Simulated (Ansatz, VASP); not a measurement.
## KCaF3 in two plane-wave programs

One calculation is typed for both programs; each brings its own data sets. How far apart do they land? The cell is taken from a series of runs on this material, whose earlier steps may have relaxed, scaled, displaced or heated it; both programs get it as it stands.

Main program and level: Ansatz 0.2.0; plane waves, with VASP 6.6.1 beside it; G0W0 gap at LDA.

## (1) Starting point

It takes space group Pm-3m (No. 221, cubic). The conventional cell has a = 4.482 Å, b = 4.482 Å, c = 4.482 Å, α = 90.00°, β = 90.00°, γ = 90.00°. K has 12 F at 3.17 Å nearest. Ca has 6 F at 2.24 Å nearest. Nearest to F lie 2 Ca at 2.24 Å and 4 K at 3.17 Å. Farther neighbours and most contacts between anions are not listed.

## (2) Ansatz: G0W0 gap, LDA

Ansatz runs on its default PAW (the set named soft_2) files.

Quasiparticle shifts depend on high empty states and on the cores, so they are the hardest test of two PAW sets.

input.yaml reads:

```yaml
crystal:
  lattice:
    - [8.963452, 0.0, 0.0]
    - [0.0, 8.963452, 0.0]
    - [0.0, 0.0, 8.963452]
  atoms:
    - { symbol: K, position: [0.25, 0.25, 0.25] }
    - { symbol: Ca, position: [0.0, 0.0, 0.0] }
    - { symbol: F, position: [0.0, 0.25, 0.0] }
    - { symbol: F, position: [0.0, 0.0, 0.25] }
    - { symbol: F, position: [0.25, 0.0, 0.0] }
    - { symbol: K, position: [0.25, 0.25, 0.75] }
    - { symbol: Ca, position: [0.0, 0.0, 0.5] }
    - { symbol: F, position: [0.0, 0.25, 0.5] }
    - { symbol: F, position: [0.0, 0.0, 0.75] }
    - { symbol: F, position: [0.25, 0.0, 0.5] }
    - { symbol: K, position: [0.25, 0.75, 0.25] }
    - { symbol: Ca, position: [0.0, 0.5, 0.0] }
    - { symbol: F, position: [0.0, 0.75, 0.0] }
    - { symbol: F, position: [0.0, 0.5, 0.25] }
    - { symbol: F, position: [0.25, 0.5, 0.0] }
    - { symbol: K, position: [0.25, 0.75, 0.75] }
    - { symbol: Ca, position: [0.0, 0.5, 0.5] }
    - { symbol: F, position: [0.0, 0.75, 0.5] }
    - { symbol: F, position: [0.0, 0.5, 0.75] }
    - { symbol: F, position: [0.25, 0.5, 0.5] }
    - { symbol: K, position: [0.75, 0.25, 0.25] }
    - { symbol: Ca, position: [0.5, 0.0, 0.0] }
    - { symbol: F, position: [0.5, 0.25, 0.0] }
    - { symbol: F, position: [0.5, 0.0, 0.25] }
    - { symbol: F, position: [0.75, 0.0, 0.0] }
    - { symbol: K, position: [0.75, 0.25, 0.75] }
    - { symbol: Ca, position: [0.5, 0.0, 0.5] }
    - { symbol: F, position: [0.5, 0.25, 0.5] }
    - { symbol: F, position: [0.5, 0.0, 0.75] }
    - { symbol: F, position: [0.75, 0.0, 0.5] }
    - { symbol: K, position: [0.75, 0.75, 0.25] }
    - { symbol: Ca, position: [0.5, 0.5, 0.0] }
    - { symbol: F, position: [0.5, 0.75, 0.0] }
    - { symbol: F, position: [0.5, 0.5, 0.25] }
    - { symbol: F, position: [0.75, 0.5, 0.0] }
    - { symbol: K, position: [0.75, 0.75, 0.75] }
    - { symbol: Ca, position: [0.5, 0.5, 0.5] }
    - { symbol: F, position: [0.5, 0.75, 0.5] }
    - { symbol: F, position: [0.5, 0.5, 0.75] }
    - { symbol: F, position: [0.75, 0.5, 0.5] }
kpoints:
  mp_grid: { grid: [1, 1, 1] }
hamiltonian:
  xc: lda
scf:
  occupations: { method: fixed }
gw:
  n_empty_bands: 760
  ecut_chi: 60.0
  qp_bands: [v1, c1]
  qp_kpoints: band_edges
  screening: { model: contour_deformation }
```

On the command line:

```console
$ ansatz run input.yaml --threads 16 --pin off --max-ram 36864MiB --backend cpu --events-out ev --progress --plain --runs-dir out
```

Numbers of over 12 decimals in the logs are rounded to 6 here.

What it wrote:

```text
Engine: ansatz 0.2.0, aarch64-unknown-linux-gnu
Pseudopotentials: kind: paw
Pseudopotential: K, paw, valence charge 9, recommended cutoff 420 eV (normal), K.paw.azcp
Pseudopotential: Ca, paw, valence charge 10, recommended cutoff 420 eV (normal), Ca.paw.azcp
Pseudopotential: F, paw, valence charge 7, recommended cutoff 420 eV (normal), F.paw.azcp
Functional definition: SPW92
  exchange = slater_x
  correlation = pw_c
Crystal: 40 atoms, lattice volume = 720.155 Å³
Basis set: ecut = 420 eV, 13997 PW (Γ)
Bands: 200, of which v1, the nominal top of the filled ones, is band 160 counted from 1 (159 counted from 0)
Symmetry: 384 space group operations
Space group: Pm-3m (ITA 221), of the structure as read, at distance tolerance 9.0e-5 Å
k-points: 1
Non-local potential: K, projectors of the file, l = 0: 3, l = 1: 2, l = 2: 2
Non-local potential: Ca, projectors of the file, l = 0: 3, l = 1: 2, l = 2: 2
Non-local potential: F, projectors of the file, l = 0: 2, l = 1: 2, l = 2: 1
PAW form: soft (Blöchl's): semilocal exchange-correlation on the pseudo side does not see the compensation charge
PAW frozen core: K, regenerated for the run's functional, and the local potential with it (the file was generated under x = pbe(κ = 0.804, μ = 0.219515), c = pbe(β = 0.066725))
PAW frozen core: Ca, regenerated for the run's functional, and the local potential with it (the file was generated under x = pbe(κ = 0.804, μ = 0.219515), c = pbe(β = 0.066725))
PAW frozen core: F, regenerated for the run's functional, and the local potential with it (the file was generated under x = pbe(κ = 0.804, μ = 0.219515), c = pbe(β = 0.066725))
PAW one-centre angular grid: K, 110 points (default); XC on 64 Gauss nodes
PAW one-centre angular grid: Ca, 110 points (default); XC on 64 Gauss nodes
PAW one-centre angular grid: F, 110 points (default); XC on 64 Gauss nodes
Initial density: superposition of atomic densities (neutral atoms: chi_scale 0, normalization atom), corrected by the library's trained network
Initial wavefunctions: pseudopotential atomic-orbital guess
Functional: x = slater, c = lda
SCF iter   1: F=—  HF=-45271.450927 eV  |F-HF|=—  |Δ(HF+E_count)|=         —  Δρ=1.56e-2  dr2=1.29e0  ethr=1.77e-3  ⟨swp⟩=5.0  Hψ=636  notcnv=0  defer=36
preconditioner: auto → Resta (q_TF=auto, 2.383 Å⁻¹)  ε∞=2.9  [insulator: Δε(μ)=5.519 eV  Ē_g=16.975 eV  n_scr=170 (ndim 8)  ℏωp=23.5 eV  f_vac=0.110  ε∞_Penn≈2.9]
SCF iter   2: F=—  HF=-45271.123267 eV  |F-HF|=—  |Δ(HF+E_count)|=   3.28e-1  Δρ=5.55e-3  dr2=8.20e-2  ethr=4.03e-4  ⟨swp⟩=3.0  Hψ=368  notcnv=0  defer=36
SCF iter   3: F=—  HF=-45271.098974 eV  |F-HF|=—  |Δ(HF+E_count)|=   2.43e-2  Δρ=1.92e-3  dr2=1.57e-2  ethr=2.56e-5  ⟨swp⟩=2.0  Hψ=299  notcnv=0  defer=36
SCF iter   4: F=—  HF=-45271.094194 eV  |F-HF|=—  |Δ(HF+E_count)|=   4.78e-3  Δρ=3.07e-4  dr2=5.24e-4  ethr=4.91e-6  ⟨swp⟩=2.0  Hψ=309  notcnv=0  defer=36
SCF iter   5: F=—  HF=-45271.094155 eV  |F-HF|=—  |Δ(HF+E_count)|=   3.89e-5  Δρ=3.46e-5  dr2=9.02e-6  ethr=1.64e-7  ⟨swp⟩=2.0  Hψ=324  notcnv=0  defer=36
SCF iter   6: F=—  HF=-45271.094161 eV  |F-HF|=—  |Δ(HF+E_count)|=   5.93e-6  Δρ=3.60e-6  dr2=2.02e-7  ethr=2.82e-9  ⟨swp⟩=3.0  Hψ=277  notcnv=0  defer=36
SCF iter   7: F=-45271.094161 eV  HF=-45271.094161 eV  |F-HF|=6.91e-10  |Δ(HF+E_count)|=   3.56e-8  Δρ=8.25e-7  dr2=6.95e-9  ethr=3.13e-11  ⟨swp⟩=15.0  Hψ=1155  notcnv=0
SCF 1 converged in 7 iterations: F = -45271.094161 eV  dr2 = 6.95e-9
  greatest PAW one-centre occupation: 0.996 electrons in one spin orbital (limit 2), on the Ca atom at site 36 (counted from 0), in its partial waves of l = 0
NSCF: frozen V_eff on 1 k-points
G₀W₀ screening: q 1/1
G₀W₀ self-energy: k 1/1
NSCF: frozen V_eff on 1 k-points
NSCF: frozen V_eff on 1 k-points
[...]
SCF converged after 7 iterations
Free energy (F): -45271.094161 eV
Harris-Foulkes:  -45271.094161 eV  (|F-HF|=6.91e-10)
Internal energy: -45271.094161 eV  (E = F + TS)
E sigma→0 (E₀):  -45271.094161 eV
Fermi energy:    0.752164 eV
--- Per-component energies (eV) ---
  E_band       = -3005.606497
  E_kinetic    = 9172.736732
  E_local      = -25957.380055  (includes V_loc(G=0)·N_el)
  E_nonlocal   = 2472.042029
  E_hartree    = 9391.879792
  E_xc         = -4025.145593
  E_vxc        = -5101.698134  (∫ρ·V_xc dr)
  E_paw        = -16968.038194  (= ΣΔE_a)
  E_vpaw       = -2375.116382  (= ΣTr[D̂ρ^β])
  E_aug_tail   = 0.048628  (compensation charges beyond the density's cutoff)
  E_ewald      = -19364.280867
  E_core_change = 7.043367  (= ΣΔE_core)
  E_smearing   = -0.000000  (= −TS)
  E_closure    = 0.000000  (closes the sum)
  Σ components = -45271.094161   (vs F -45271.094161, Δ=0.00e0)
--- Band table (eV) ---
  k-point 0: bands = [... 156 lower, 0.7414, 0.7522, 0.7522, 0.7522, 6.5451, 8.6457, 8.6457, 8.6457, ... 36 higher]
--- G₀W₀: contour deformation, 5 samples at zero and on the imaginary axis and 0 off it, 1 q-point, 760 empty bands' worth ---
  eigenvalues of the whole cell's RPA ε∞ on this k-mesh (on a slab, of 1 + 4πα/V) = 2.0819, 2.0819, 2.0819; static W/v taken at q = 0 is 0.480342
  gw.qp_kpoints: band_edges: 1 of 1 stored k-point solved, in 1 pass; an edge of the gap read off the rows below is read off those points alone
    ik  band        ε_KS         Σx   Σc(E_QP)       V_xc       Z   E_QP_lin       E_QP  E_QP is
     0   160      0.7522   -31.2032     5.5597   -23.5347  0.7859    -1.4179    -1.3567  root
     0   161      6.5451    -4.7016    -3.1616    -9.5005  0.8819     8.2010     8.1823  root
```

## (3) VASP: G0W0 gap, LDA

The same cell, functional (in two slightly different forms) and mesh now go to VASP, with its own data sets.

Lines of VASP's logs that name or quote its potential files are left out, and so is its time.

The run reads the wave functions of an earlier VASP run, which isn't shown here.

INCAR reads:

```
SYSTEM = KCaF3
PREC = Accurate
ENCUT = 520
ISMEAR = 0
SIGMA = 0.01
LREAL = Auto
GGA = CA
NBANDS = 920
ALGO = EVGW0
NELMGW = 1
ENCUTGW = 60
NOMEGA = 64
PRECFOCK = Fast
NBANDSGW = 168
LWAVE = .FALSE.
LCHARG = .FALSE.
```

POSCAR reads:

```
KCaF3
1.0
    8.9634520000      0.0000000000      0.0000000000
    0.0000000000      8.9634520000      0.0000000000
    0.0000000000      0.0000000000      8.9634520000
K Ca F
8 8 24
Direct
    0.2500000000      0.2500000000      0.2500000000
    0.2500000000      0.2500000000      0.7500000000
    0.2500000000      0.7500000000      0.2500000000
    0.2500000000      0.7500000000      0.7500000000
    0.7500000000      0.2500000000      0.2500000000
    0.7500000000      0.2500000000      0.7500000000
    0.7500000000      0.7500000000      0.2500000000
    0.7500000000      0.7500000000      0.7500000000
    0.0000000000      0.0000000000      0.0000000000
    0.0000000000      0.0000000000      0.5000000000
    0.0000000000      0.5000000000      0.0000000000
    0.0000000000      0.5000000000      0.5000000000
    0.5000000000      0.0000000000      0.0000000000
    0.5000000000      0.0000000000      0.5000000000
    0.5000000000      0.5000000000      0.0000000000
    0.5000000000      0.5000000000      0.5000000000
    0.0000000000      0.2500000000      0.0000000000
    0.0000000000      0.0000000000      0.2500000000
    0.2500000000      0.0000000000      0.0000000000
    0.0000000000      0.2500000000      0.5000000000
    0.0000000000      0.0000000000      0.7500000000
    0.2500000000      0.0000000000      0.5000000000
    0.0000000000      0.7500000000      0.0000000000
    0.0000000000      0.5000000000      0.2500000000
    0.2500000000      0.5000000000      0.0000000000
    0.0000000000      0.7500000000      0.5000000000
    0.0000000000      0.5000000000      0.7500000000
    0.2500000000      0.5000000000      0.5000000000
    0.5000000000      0.2500000000      0.0000000000
    0.5000000000      0.0000000000      0.2500000000
    0.7500000000      0.0000000000      0.0000000000
    0.5000000000      0.2500000000      0.5000000000
    0.5000000000      0.0000000000      0.7500000000
    0.7500000000      0.0000000000      0.5000000000
    0.5000000000      0.7500000000      0.0000000000
    0.5000000000      0.5000000000      0.2500000000
    0.7500000000      0.5000000000      0.0000000000
    0.5000000000      0.7500000000      0.5000000000
    0.5000000000      0.5000000000      0.7500000000
    0.7500000000      0.5000000000      0.5000000000
```

KPOINTS reads:

```
Automatic mesh
0
Gamma
1 1 1
0 0 0
```

PAW data sets: K_sv_GW, Ca_sv_GW and F_GW (LDA family, release 64).

On the command line:

```console
$ export OMP_NUM_THREADS=3
$ mpirun -np 1 vasp_std
```

What it wrote:

```text
[banner, memory and clock lines left out]
running    1 mpi-ranks, on    1 nodes
[...]
Offloading initialized ...    1 GPUs detected
[...]
|                                                                             |
|           W    W    AA    RRRRR   N    N  II  N    N   GGGG   !!!           |
|           W    W   A  A   R    R  NN   N  II  NN   N  G    G  !!!           |
|           W    W  A    A  R    R  N N  N  II  N N  N  G       !!!           |
|           W WW W  AAAAAA  RRRRR   N  N N  II  N  N N  G  GGG   !            |
|           WW  WW  A    A  R   R   N   NN  II  N   NN  G    G                |
|           W    W  A    A  R    R  N    N  II  N    N   GGGG   !!!           |
|                                                                             |
|     The default for ENCUTGWSOFT is different in this version of VASP.       |
|     please manually set ENCUTGWSOFT =60 in the INCAR file.                  |
|                                                                             |

[...]
29.915    0.000   30.967    0.000   32.071    0.000   33.236    0.000
   34.470    0.000   35.782    0.000   37.185    0.000   38.691    0.000
   40.316    0.000   42.082    0.000   44.009    0.000   46.127    0.000
   48.470    0.000   51.082    0.000   54.015    0.000   57.339    0.000
   61.143    0.000   65.544    0.000   70.699    0.000   76.823    0.000
   84.219    0.000   93.331    0.000  104.830    0.000  119.784    0.000
  140.001    0.000  168.813    0.000  213.095    0.000  289.695    0.000
 responsefunction array rank=     751
 LDA part: xc-table for (Slater(with rela. corr.)+CA(PZ))
 , standard interpolation

 min. memory requirement per mpi rank   1293.5 MB, per node   1293.5 MB

 allocating  64 responsefunctions rank=   751
 shmem allocating  64 responsefunctions rank=   751
 response function shared by NCSHMEM nodes    1
 Doing            64  frequencies on each core in blocks of            64
NQ=   1    0.0000    0.0000    0.0000,
|.........|.........|.........|.........|.........|.........|.........|.........
 performed        552000 updates of chi_q(r,r)
 total number of BLAS operations       2492.07 Gflops
 resolving degeneracies of screened two electron integrals

 calculate QP shifts <psi_nk| G(iteration)W_0 |psi_nk>: iteration 1
 entering main loop
[key lines of the parts left out:]
E-fermi :   1.7746
```

OUTCAR, selected parts (step 3):

```text
 QP shifts <psi_nk| G(iteration)W_0 |psi_nk>: iteration 1
 for sc-GW calculations column KS-energies equals QP-energies in previous step
 and V_xc(KS)=  KS-energies - (<T + V_ion + V_H > + <T+V_H+V_ion>^1  + <V_x>^1)
 k-point   1 :       0.0000    0.0000    0.0000
  band No.  KS-energies  QP-energies   sigma(KS)   V_xc(KS)     V^pw_x(r,r')   Z            occupation Imag(sigma)
    ...
    157      -1.1296      -3.4374     -25.1440     -22.1863     -29.9504       0.7803       2.0000       0.1408
    158      -1.1202      -3.4304     -25.1834     -22.2248     -29.9991       0.7808       2.0000       0.1408
    159      -1.1202      -3.4304     -25.1834     -22.2248     -29.9991       0.7808       2.0000       0.1408
    160      -1.1202      -3.4304     -25.1834     -22.2248     -29.9991       0.7808       2.0000       0.1408
    161       4.6695       6.3074      -6.7345      -8.6018      -3.8109       0.8772       0.0000      -0.0704
    162       6.7712       8.6625      -8.3153     -10.5050      -5.6493       0.8637       0.0000      -0.0743
    163       6.7712       8.6625      -8.3153     -10.5050      -5.6493       0.8637       0.0000      -0.0743
    164       6.7712       8.6625      -8.3153     -10.5050      -5.6493       0.8637       0.0000      -0.0743
    ...

[... 3 further parts left out ...]
[key lines of the parts left out:]
E-fermi :   1.7746
```

## (4) Differences

Known differences besides the potentials themselves: the two LDA forms differ slightly; fixed occupations in Ansatz, narrow Gaussian smearing in VASP; the cutoff is 420 eV in Ansatz and 520 eV in VASP (PREC = Accurate, projectors in real space); VASP's log shows a relativistic correction to its local exchange, Ansatz's none; Ansatz integrates over frequency by contour deformation, VASP on a grid of NOMEGA points; Ansatz's G0W0 levels solve the quasiparticle equation, VASP's are linearised. Total energies have different zeros and are not compared.

The two programs side by side:

```
                   quantity  Ansatz  VASP  difference
  G0W0 gap on the mesh (eV)    9.54  9.74       -0.20
Kohn-Sham gap under it (eV)    5.79  5.79        0.00
```

## (5) Summary of results

```
difference in G0W0 gap on the mesh (G0W0 gap, LDA) : -0.20 eV
```

In words: The difference in G0W0 gap on the mesh is -0.20 eV (G0W0 gap, LDA). Part of the difference in the G0W0 gap can come from VASP's linearised levels. How closely two codes agree says nothing of how well the functional describes the real material.

[Lines on the potential files, build, host, timing and source positions are cut from VASP's logs without a mark.]

[Logs are printed without paths, hosts, clocks, repeated set-up lines and the standing remarks that a program may print on its own settings, such as how far it seeks lower states.]

[Hosts, paths, dates, database ids (printed as entryN), source tags and the programs' standing remarks are cut or masked in the printed files.]
